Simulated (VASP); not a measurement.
Method: r2SCAN meta-GGA, VASP's PBE PAW potentials (set 64) (plane waves; VASP).

VASP input:

### POSCAR
```
O
1
    0.0000000000     1.5874010000     1.5874010000
    1.5874010000     0.0000000000     1.5874010000
    1.5874010000     1.5874010000     0.0000000000
O
1
Direct
  0.0000000000   0.0000000000   0.0000000000
```

INCAR:
```
! general
SYSTEM  = O
PREC    = Accurate
ENCUT   = 520   ! plane-wave cut-off (eV)
LREAL   = .FALSE.   ! projection in real space or not
LASPH   = .TRUE.   ! aspherical one-centre terms

! electronic loop
EDIFF   = 1E-6
NELM    = 100
ALGO    = Normal
LMIXTAU = .TRUE.

! smearing
ISMEAR  = 0   ! Gaussian
SIGMA   = 0.05   ! width (eV)

! functional
METAGGA = R2SCAN

! ions
IBRION  = 2   ! conjugate gradients
NSW     = 60
ISIF    = 3   ! ions, shape and volume
EDIFFG  = -0.01

! output
LWAVE   = .FALSE.
LCHARG  = .FALSE.
```

File KPOINTS:
```
Automatic mesh
0
Gamma
13 13 13
0 0 0
```

POTCAR, in this order: O (PBE.64 set). Program: vasp_std.

Question: What will the output report for the number of irreducible k-points (NKPTS), number of bands (NBANDS), largest plane-wave count, number of space-group operations, FFT grid (NGX, NGY, NGZ)?

Answer: 
| Property | Value |
|---|---|
| number of irreducible k-points (NKPTS) | 84 |
| number of bands (NBANDS) | 7 |
| largest plane-wave count | 225 |
| number of space-group operations | 48 |
| FFT grid (NGX, NGY, NGZ) | 18 × 18 × 18 |

The structure was generated: O was put into the fcc type (Fm-3m), which need not be its known phase. This run relaxes it. Symmetry was kept, so distortions that lower it aren't found.
